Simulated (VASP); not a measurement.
Data:

```
CELL_PARAMETERS angstrom
      1.56752    -2.71502     0.00000
      1.56752     2.71502     0.00000
      0.00000     0.00000     3.46866
ATOMIC_POSITIONS crystal
  Hf 0.00000 0.00000 0.00000
  B  0.33333 0.66667 0.50000
  B  0.66667 0.33333 0.50000
```

Method: vdW-DF-cx, VASP's PBE PAW potentials (set 64) (plane waves; VASP). Numerical set-up: 520 eV cut-off, 13×13×10 Γ-centred mesh, tetrahedra with Blöchl corrections, potentials Hf_pv B.

The cores are frozen, which limits the accuracy of field gradients.

**Question.** Give the principal components of the electric field gradient (V/Å²) and the asymmetry η at each nucleus.

**Answer.** 
```tsv
atom	Vxx	Vyy	Vzz	η
Hf1	-38.7	-38.7	77.4	0.00
B2	-0.8	-0.8	1.6	0.00
B3	-0.8	-0.8	1.6	0.00
```

The compound is HfB2 in the AlB2 type structure. It was relaxed first.
